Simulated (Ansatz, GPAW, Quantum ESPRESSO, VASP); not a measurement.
# Code comparison for Sr3SbN (Pm-3m, 5 atoms in the cell)

Self-consistent single point, at a second geometry (lattice scaled by 0.98). First geometry:

```xyz
5
Lattice="5.1950 0.0000 0.0000 0.0000 5.1950 0.0000 0.0000 0.0000 5.1950" Properties=species:S:1:pos:R:3 pbc="T T T"
Sr     0.0000     2.5975     2.5975
Sr     2.5975     0.0000     2.5975
Sr     2.5975     2.5975     0.0000
Sb     0.0000     0.0000     0.0000
N      2.5975     2.5975     2.5975
```

Shared settings, as Ansatz (a first-principles code) writes them: kpoints.mp_grid.grid = 5 5 5; scf.occupations.method = fermi_dirac; scf.occupations.width = 0.02 eV. Potentials and cutoffs stand in the table.

| code | model | ΔF from the first geometry (meV/atom) | pressure (GPa) | gap on the mesh (eV) | cutoff |
|---|---|---|---|---|---|
| Ansatz | PBEsol, PAW files made with PBE | -3.0 | 1.23 | 0.126 | default |
| Quantum ESPRESSO | PBEsol, GBRV 1.5 ultrasoft (PBESOL) pseudopotentials | -2.9 | 1.25 | 0.134 | 40 Ry |
| GPAW | PBEsol, GPAW PAW datasets PBEsol (made by gpaw-setup) | 0.1 | – | 0.151 | 900 eV |
| VASP | PBEsol, VASP's PBE PAW potentials (set 64) | 0.3 | 1.03 | 0.084 | 400 eV |

For VASP (by 0.5 GPa) the energy change implies a higher mean pressure, against the two pressures, than for the other programs: a sign of finite-basis (Pulay) stress.

A dash marks a value that a program does not give, or that is left out as unsure.

Gaps are read on the mesh.

On Ansatz's run: spin-orbit coupling is off.

The spread over the programs that give each value: ΔF from the first geometry within 3.3 meV/atom; pressure within 0.22 GPa; gap on the mesh within 0.067 eV.

Ansatz's pressure is given at a fixed set of plane waves, as the other plane-wave codes print theirs; with its correction for the finite basis it is 1.28 GPa. The pressure of GPAW is left out: its cutoff lies under the one at which its stress was checked.

VASP's run is marked for a possible Pulay error in its stress at this cutoff; no cutoff test was made.

The starting cell comes from a database of computed structures (which also holds hypothetical and non-ambient phases and stackings), without a prior relaxation at this level. For this run, on top of that: lattice scaled by 0.98.

Left out of this page: ABINIT, CP2K, Elk, FLEUR and SIESTA (not drawn, or without a comparable value).

Keys are those of Ansatz 0.2.
